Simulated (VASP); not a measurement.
OSZICAR of a VASP run on Zn (hcp):

### OSZICAR
```
       N       E                     dE             d eps       ncg     rms          rms(c)
DAV:   1     0.922304238714E+02    0.92230E+02   -0.12675E+04  4976   0.244E+03
DAV:   2     0.827147235818E-01   -0.92148E+02   -0.90643E+02  4936   0.298E+02
DAV:   3    -0.227456710951E+01   -0.23573E+01   -0.23535E+01  5904   0.594E+01
DAV:   4    -0.228017096292E+01   -0.56039E-02   -0.56037E-02  5720   0.283E+00
DAV:   5    -0.228017803366E+01   -0.70707E-05   -0.70714E-05  5824   0.842E-02    0.609E+00
DAV:   6    -0.199262198391E+01    0.28756E+00   -0.12486E+00  4904   0.267E+01    0.416E+00
DAV:   7    -0.197539312495E+01    0.17229E-01   -0.40680E-02  6144   0.390E+00    0.203E+00
DAV:   8    -0.196816875161E+01    0.72244E-02   -0.17948E-03  6896   0.872E-01    0.471E-02
DAV:   9    -0.196815380115E+01    0.14950E-04   -0.26408E-04  6928   0.251E-01    0.280E-02
DAV:  10    -0.196815643270E+01   -0.26316E-05   -0.22056E-05  5256   0.603E-02    0.334E-03
DAV:  11    -0.196815610094E+01    0.33175E-06   -0.41141E-08  3376   0.305E-03
   1 F= 0.12023003E+01 E0= 0.12023228E+01  d E =0.120230E+01
```

Task: Which electronic solver shows in the log?

Result: It is blocked Davidson (ALGO = Normal, or the opening steps of other solvers). The INCAR had ALGO = Normal.

Task: Can the final energy be trusted as converged?

Result: Self-consistency was reached. It stopped with EDIFF = 1E-6, NELM = 100, NSW = 40 and EDIFFG = -0.02 after 1 ionic step (PBE GGA, plane waves, VASP's PBE PAW potentials (set 64)).

The compound is Zn in the hcp structure. It was relaxed first under an external pressure of 20 GPa.
